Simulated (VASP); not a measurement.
# MnSi: convergence with the SCF threshold and PAW data sets, part 3 of 3

A convergence test on MnSi: the SCF threshold and PAW data sets. The series runs use PBE. The start is a cell from a database of measured crystal structures.

VASP 6.6.1, plane waves and PAW; the level of theory is named at each step.

Still holding for the runs below: The magnetic state follows from one typed start and may not be the lowest. The k-mesh is coarse for a metal.

So far. Step 11 (PAW data sets: recommended 54: Mn pv Si): With 68 valence electrons the pressure is -5.34 GPa, -0.52 GPa from the first of the series, after 15 cycles in 30 s.

The database entry behind the starting cell differs from later determinations by our own check (0.1 to 0.3 % short, probably kX units), so it need not match the best structure at ambient conditions.

## Step 12: PAW data sets: semicore 64: Mn sv Si

This step: PBE, spin-polarised from a ferromagnetic start; plane waves and PAW (Mn_sv, Si) (VASP 6.6.1).

INCAR

```
SYSTEM = MnSi
PREC = Accurate
ENCUT = 510
EDIFF = 1E-06
NELM = 100
ISMEAR = -1
SIGMA = 0.05
LREAL = .FALSE.
ALGO = Normal
GGA = PE
NBANDS = 61
ISPIN = 2
MAGMOM = 4 4 4 4 0 0 0 0
LASPH = .TRUE.
LMAXMIX = 4
LORBIT = 11
LWAVE = .FALSE.
LCHARG = .FALSE.
KPAR = 8
ISIF = 2
```

POSCAR

```
MnSi
1.0
    4.5480000000      0.0000000000      0.0000000000
    0.0000000000      4.5480000000      0.0000000000
    0.0000000000      0.0000000000      4.5480000000
Mn Si
4 4
Direct
    0.1380000000      0.1380000000      0.1380000000
    0.3620000000      0.8620000000      0.6380000000
    0.6380000000      0.3620000000      0.8620000000
    0.8620000000      0.6380000000      0.3620000000
    0.8460000000      0.8460000000      0.8460000000
    0.6540000000      0.1540000000      0.3460000000
    0.3460000000      0.6540000000      0.1540000000
    0.1540000000      0.3460000000      0.6540000000
```

KPOINTS

```
Automatic mesh
0
Gamma
5 5 5
0 0 0
```

PAW data sets: Mn_sv and Si (PBE family, release 64).

The run is started by

```
mpirun -np 8 vasp_std
```

The log of the run:

```text
[... set-up lines as in an earlier step ...]
 entering main loop
       N       E                     dE             d eps       ncg     rms          rms(c)
DAV:   1     0.139923730561E+04    0.13992E+04   -0.36638E+04  3396   0.319E+03
DAV:   2     0.959573747165E+02   -0.13033E+04   -0.12385E+04  2694   0.677E+02
DAV:   3    -0.428470067837E+02   -0.13880E+03   -0.13032E+03  3141   0.256E+02
DAV:   4    -0.611962003160E+02   -0.18349E+02   -0.17788E+02  4632   0.779E+01
[...]
DAV:  14    -0.617854597931E+02    0.21279E-04   -0.56841E-05  3904   0.863E-02    0.409E-02
DAV:  15    -0.617854617837E+02   -0.19905E-05   -0.86972E-06  3846   0.259E-02    0.145E-02
DAV:  16    -0.617854610782E+02    0.70550E-06   -0.56843E-07  1776   0.841E-03
   1 F= -.61785461E+02 E0= -.61768930E+02  d E =-.330618E-01  mag=     3.9168
```

It took 48 s on 8 MPI ranks of Intel Xeon Platinum 8259CL at 2.50GHz (Skylake/Cascade Lake), shared host; peak memory 2.5 GiB.

From OUTCAR (step 12):

```text
  Total       -3.7598852     -3.7598852     -3.7598852      0.0000000     -0.0000000      0.0000000
  in kB      -64.0359417    -64.0359417    -64.0359417      0.0000000     -0.0000000      0.0000000
  external PRESSURE =     -64.0359417 kB  Pullay stress =       0.0000000 kB

 POSITION                                       TOTAL-FORCE (eV/Angst)
 -----------------------------------------------------------------------------------
      0.62762      0.62762      0.62762        -0.146680     -0.146680     -0.146680
      1.64638      3.92038      2.90162         0.146680      0.146680     -0.146680
      2.90162      1.64638      3.92038        -0.146680      0.146680      0.146680
      3.92038      2.90162      1.64638         0.146680     -0.146680      0.146680
      3.84761      3.84761      3.84761        -0.057888     -0.057888     -0.057888
      2.97439      0.70039      1.57361         0.057888      0.057888     -0.057888
      1.57361      2.97439      0.70039        -0.057888      0.057888      0.057888
      0.70039      1.57361      2.97439         0.057888     -0.057888      0.057888
 -----------------------------------------------------------------------------------
    total drift:                               -0.000000      0.000000     -0.000000

  FREE ENERGIE OF THE ION-ELECTRON SYSTEM (eV)
  ---------------------------------------------------
  free  energy   TOTEN  =       -61.7854610782 eV

  energy  without entropy=      -61.7523992919  energy(sigma->0) =      -61.76893019

 magnetization (x)
# of ion       s       p       d       tot
------------------------------------------
    1        0.002   0.004   0.997   1.002
    2        0.002   0.004   0.997   1.002
    3        0.002   0.004   0.997   1.002
    4        0.002   0.004   0.997   1.002
    5       -0.013  -0.037   0.000  -0.051
    6       -0.013  -0.037   0.000  -0.051
    7       -0.013  -0.037   0.000  -0.051
    8       -0.013  -0.037   0.000  -0.051
--------------------------------------------------
tot         -0.047  -0.135   3.987   3.806

[... 3 further parts left out ...]
[key lines of the parts left out:]
E-fermi :  12.4851
```

With 76 valence electrons the pressure is -6.40 GPa, -1.59 GPa from the first of the series, after 16 cycles in 48 s.

## Step 13: PAW data sets: GW 64: Mn sv GW Si GW

This step: PBE, spin-polarised from a ferromagnetic start; plane waves and PAW (Mn_sv_GW, Si_GW) (VASP 6.6.1).

INCAR: that of step 12 with these lines changed.

```diff
@@ -2,3 +2,3 @@
 PREC = Accurate
-ENCUT = 510
+ENCUT = 500
 EDIFF = 1E-06
```

POSCAR is that of step 12.

KPOINTS is that of step 12.

The projector-augmented-wave data sets are Mn_sv_GW and Si_GW (PBE family, release 64).

The run is started by

```
mpirun -np 8 vasp_std
```

The log of the run:

```text
[... set-up lines as in an earlier step ...]
 entering main loop
       N       E                     dE             d eps       ncg     rms          rms(c)
DAV:   1     0.163316640925E+04    0.16332E+04   -0.33394E+04  3533   0.189E+03
DAV:   2     0.135373606769E+03   -0.14978E+04   -0.14227E+04  3619   0.895E+02
DAV:   3    -0.662973514202E+02   -0.20167E+03   -0.17265E+03  5042   0.413E+02
DAV:   4    -0.824506353198E+02   -0.16153E+02   -0.14469E+02  5336   0.155E+02
[...]
DAV:  13    -0.680322957822E+02   -0.11086E-03   -0.23868E-04  5304   0.200E-01    0.212E-02
DAV:  14    -0.680323023806E+02   -0.65984E-05   -0.29332E-05  4624   0.840E-02    0.682E-03
DAV:  15    -0.680323032349E+02   -0.85432E-06   -0.52258E-06  3816   0.389E-02
   1 F= -.68032303E+02 E0= -.68015789E+02  d E =-.330288E-01  mag=     3.9136
```

It took 81 s on 8 MPI ranks; peak memory 2.7 GiB.

From OUTCAR (step 13):

```text
  Total       -3.1825361     -3.1825361     -3.1825361      0.0000000     -0.0000000      0.0000000
  in kB      -54.2029037    -54.2029037    -54.2029037      0.0000000     -0.0000000      0.0000000
  external PRESSURE =     -54.2029037 kB  Pullay stress =       0.0000000 kB

 POSITION                                       TOTAL-FORCE (eV/Angst)
 -----------------------------------------------------------------------------------
      0.62762      0.62762      0.62762        -0.142394     -0.142394     -0.142394
      1.64638      3.92038      2.90162         0.142394      0.142394     -0.142394
      2.90162      1.64638      3.92038        -0.142394      0.142394      0.142394
      3.92038      2.90162      1.64638         0.142394     -0.142394      0.142394
      3.84761      3.84761      3.84761        -0.056720     -0.056720     -0.056720
      2.97439      0.70039      1.57361         0.056720      0.056720     -0.056720
      1.57361      2.97439      0.70039        -0.056720      0.056720      0.056720
      0.70039      1.57361      2.97439         0.056720     -0.056720      0.056720
 -----------------------------------------------------------------------------------
    total drift:                               -0.000000     -0.000000      0.000000

  FREE ENERGIE OF THE ION-ELECTRON SYSTEM (eV)
  ---------------------------------------------------
  free  energy   TOTEN  =       -68.0323032349 eV

  energy  without entropy=      -67.9992744325  energy(sigma->0) =      -68.01578883

 magnetization (x)
# of ion       s       p       d       f       tot
--------------------------------------------------
    1        0.002   0.005   1.012  -0.000   1.019
    2        0.002   0.005   1.012  -0.000   1.019
    3        0.002   0.005   1.012  -0.000   1.019
    4        0.002   0.005   1.012  -0.000   1.019
    5       -0.013  -0.037   0.004   0.000  -0.046
    6       -0.013  -0.037   0.004   0.000  -0.046
    7       -0.013  -0.037   0.004   0.000  -0.046
    8       -0.013  -0.037   0.004   0.000  -0.046
--------------------------------------------------
tot         -0.045  -0.130   4.066  -0.000   3.891

[... 1 part as in an earlier step ...]

[... 2 further parts left out ...]
[key lines of the parts left out:]
E-fermi :  10.6841
```

With 76 valence electrons the pressure is -5.42 GPa, -0.60 GPa from the first of the series, after 15 cycles in 81 s.

## Step 14: The PAW data sets series as a table

This step: convergence of PBE results with the datasets; plane waves and PAW (VASP 6.6.1).

No new run; the numbers come from the runs before.

Differences are taken from the run with recommended 64: Mn_pv Si. Results of the series, by row:

```csv
setting,status,pressure (GPa),largest force difference (meV/Å),moment (μB),SCF cycles,wall time (s)
"minimal 64: Mn Si, 400 eV",converged,-4.818,6.865,3.917,15,27
"recommended 64: Mn_pv Si, 400 eV",converged,-5.337,0,3.914,15,27
"recommended 54: Mn_pv Si, 400 eV",converged,-5.337,0,3.914,15,30
"semicore 64: Mn_sv Si, 510 eV",converged,-6.404,7.987,3.917,16,48
"gw 64: Mn_sv_GW Si_GW, 500 eV",converged,-5.42,3.701,3.914,15,81
```

## Step 15: Results

* SCF threshold from which the energy stays within 10 meV/atom of the reference: EDIFF = 0.01
* SCF threshold from which the energy stays within 1 meV/atom of the reference: EDIFF = 0.01
* SCF threshold from which the pressure stays within 0.2 GPa of the reference: EDIFF = 1E-05
* spread of the pressure over the SCF threshold: 3.15 GPa
* spread of the energy over the SCF threshold: 0.0849 meV/atom
* spread of the pressure over the PAW data sets: 1.59 GPa

**Reading.** From EDIFF = 0.01 on, the energy stays within 1 meV an atom of the reference, at 45 % of its time. The pressure holds within 0.2 GPa from EDIFF = 1E-05 on. The loosest stop saves 9 of 19 cycles and costs +0.1 meV an atom, -2.83 GPa, 5.6 meV/Å in forces. The choice of data set moves the pressure between -6.40 GPa (semicore 64: Mn_sv Si) and -4.82 GPa (minimal 64: Mn Si); the cutoffs differ too (400, 500 and 510 eV). Data sets differ in their zero of energy, so energies are not compared.

[Lines on the potential files, build, host, timing and source positions are cut from VASP's logs without a mark.]

[Logs are printed without paths, hosts, clocks, repeated set-up lines and the standing remarks that a program may print on its own settings, such as how far it seeks lower states.]

[Hosts, paths, dates, database ids (printed as entryN), source tags and the programs' standing remarks are cut or masked in the printed files.]

[A measured line is paired with the nearest computed mode of its activity, which favours agreement.]
